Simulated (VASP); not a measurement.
Here is the system:

```
Fe3Ge2
1.0
    3.88751     0.00000     0.00000
   -1.94376     3.36668     0.00000
    0.00000     0.00000     4.76113
Fe Ge
3 2
Direct
  0.00000   0.00000   0.74604
  0.00000   0.00000   0.25396
  0.66667   0.33333   0.00000
  0.66667   0.33333   0.50000
  0.33333   0.66667   0.00000
```

Level of theory: LDA (Ceperley-Alder, Perdew-Zunger), VASP's LDA PAW potentials (set 64) (plane waves; VASP). Settings: 400 eV cut-off, Gaussian smearing of 0.050 eV, potentials Fe Ge_d.

The run has a spin-polarised start.

Q: What does the run give for the cell moment, band gap (along the path) with the smallest direct gap where there is one?

A: 
```yaml
band gap (along the path): none (metal, semimetal or under 0.01 eV)
cell_moment: 4.36 μB
```

Only differences to runs with the same potentials and settings are physical.

The structure comes from a computed database's Fe3Ge2 entry (P-6m2); how it stands against other phases isn't given here. It was relaxed first, which changed the volume by -9 %.
